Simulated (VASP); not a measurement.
Consider the following.

```yaml
crystal:
  lattice:
    - [3.73459, -1.91188, -0.00253]
    - [3.73459, 1.91188, -0.00253]
    - [2.75796, 0.00000, 3.16166]
  atoms:
    - { symbol: As, position: [0.22702, 0.22702, 0.22702] }
    - { symbol: As, position: [0.77298, 0.77298, 0.77298] }
```

Level of theory: PW91 GGA, VASP's PBE PAW potentials (set 64) (plane waves; VASP). Run with 520 eV cut-off, 13×13×13 Γ-centred mesh, tetrahedra with Blöchl corrections, potentials As.

Q: Tabulate the total density of states (states/eV per cell) against energy (eV; zero at the valence-band maximum or, without a gap, the Fermi level).

A: 
```tsv
E (eV)	DOS (states/eV)
-9.98	0.83
-9.38	0.74
-8.90	0.46
-8.30	0.28
-7.70	0.17
-7.22	0.11
-6.62	0.05
-6.02	0.00
-5.54	0.99
-4.94	0.82
-4.34	1.04
-3.86	1.47
-3.26	1.47
-2.66	1.61
-2.18	1.34
-1.58	0.98
-0.98	0.67
-0.50	0.38
0.10	0.07
0.70	0.91
1.18	1.65
1.78	1.58
2.38	1.53
2.86	1.21
3.46	1.19
```
Within 2 eV below the Fermi level the largest weight inside VASP's projection spheres is As p.

The compound is As in the a7 structure. It was relaxed first.
